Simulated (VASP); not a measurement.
Level of theory: PBE GGA, VASP's PBE PAW potentials (set 64) (plane waves; VASP 6.6.1).

VASP input:

### KPOINTS
```
Automatic mesh
0
Gamma
10 10 5
0 0 0
```

**INCAR**
```
SYSTEM = WS
LWAVE = .FALSE.
EDIFFG = -0.02
SIGMA = 0.1   # width (eV)
NELM = 100   # most electronic steps
LMAXMIX = 6   # l cut-off of mixed one-centre charges
LASPH = .TRUE.   # aspherical one-centre terms
EDIFF = 1E-6   # SCF stop (eV)
GGA = PE   # PBE
NSW = 60   # most ionic steps
ENCUT = 400   # plane-wave cut-off (eV)
ISIF = 3
ALGO = Normal   # blocked Davidson
ISMEAR = 1
LCHARG = .FALSE.
IBRION = 2   # conjugate gradients
PREC = Accurate
LREAL = .FALSE.   # projection in real space or not
```

### POSCAR
```
WS
1
    3.2631418521    -0.0000000000     0.0000000000
   -1.6315709260     2.8259638651     0.0000000000
   -0.0000000000     0.0000000000     6.3651951652
W S
2 2
Direct
  0.0000000000   0.0000000000   0.0000000000
  0.0000000000   1.0000000000   0.5000000000
  0.3333330000   0.6666670000   0.2500000000
  0.6666670000   0.3333330000   0.7500000000
```

POTCAR, in this order: W_sv S (PBE.64 set). Program: vasp_std.

Unless said otherwise, spin-orbit coupling is left out, though it shifts the bands of the heavy elements here.

**Question.** Estimate the energy per atom (σ→0), volume per atom, band gap (on the k-mesh).

**Answer.** 
* **energy per atom (σ→0)**: -8.428 eV/atom
* **band gap (on the k-mesh)**: none (metal, semimetal or under 0.01 eV)
* **volume per atom**: 14.54 Å^3/atom

### OSZICAR
```
...
DAV:   1    -0.337234819002E+02   -0.11063E-01   -0.26446E-01  2144   0.531E+00    0.118E+00
DAV:   2    -0.337152112963E+02    0.82706E-02   -0.27348E-02  2216   0.136E+00    0.323E-01
DAV:   3    -0.337138341122E+02    0.13772E-02   -0.32123E-03  2288   0.431E-01    0.117E-01
DAV:   4    -0.337137346568E+02    0.99455E-04   -0.32089E-04  2440   0.120E-01    0.842E-02
DAV:   5    -0.337137138905E+02    0.20766E-04   -0.10481E-04  2456   0.825E-02    0.254E-02
DAV:   6    -0.337137083106E+02    0.55798E-05   -0.27348E-05  2400   0.331E-02    0.395E-03
DAV:   7    -0.337137085894E+02   -0.27874E-06   -0.10982E-06  1304   0.854E-03
   8 F= -.33713709E+02 E0= -.33713768E+02  d E =-.976956E-04
```

The structure was generated: WS was put into the NiAs type type (P6_3/mmc), which need not be its known phase. This run relaxes it. Symmetry was kept, so distortions that lower it aren't found. The start is the result of an earlier pass. VASP warned that the highest band is occupied, so more bands are needed.
